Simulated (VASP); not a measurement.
The system is Al3Au.

```
Au Al
1.0
    -2.02533    2.02533    4.05660
     2.02533   -2.02533    4.05660
     2.02533    2.02533   -4.05660
Au Al
1 3
Direct
  0.00000 0.00000 0.00000
  0.50000 0.50000 0.00000
  0.25000 0.75000 0.50000
  0.75000 0.25000 0.50000
```

The cell comes from a database or a generator and needn't be the stable form of this composition.

- Program: VASP 6.6.1
- Task: single point
- Functional: PBEsol
- Potentials or basis: VASP PAW PBE potentials, release 64 (Au, Al)
- Cutoff: 520 eV
- k mesh: 9 × 9 × 9
- Occupations: fermi-dirac, width 0.05 eV
- Spin: no spin polarisation

On this cell: pressure -2.7 GPa; largest force under 0.003 eV/Å; band gap on the k mesh none (metal or under the smearing width).

The same run follows on a disturbed copy (atoms moved at random, drawn with an rms of 0.05 Å):

```
Au Al
1.0
    -2.02533    2.02533    4.05660
     2.02533   -2.02533    4.05660
     2.02533    2.02533   -4.05660
Au Al
1 3
Direct
  0.00708 0.99517 0.00214
  0.50900 0.50760 0.99975
  0.25261 0.75989 0.49439
  0.73829 0.24193 0.48663
```

What changes?

The energy (extrapolated to zero smearing) moves by +4.2 meV/atom; pressure -2.5 GPa; largest force 0.278 eV/Å; band gap on the k mesh none (metal or under the smearing width).

Forces on the atoms (eV/Å):
```
Au   0.020 -0.055  0.055
Al  -0.046 -0.009 -0.233
Al  -0.061  0.015 -0.081
Al   0.088  0.049  0.259
```

Stress tensor (GPa, compression positive):
```
-2.05  0.00  0.05
 0.00 -2.70  0.01
 0.05  0.01 -2.69
```

Caveats: the PAW data sets were made with another functional, which shifts forces and pressure a little.
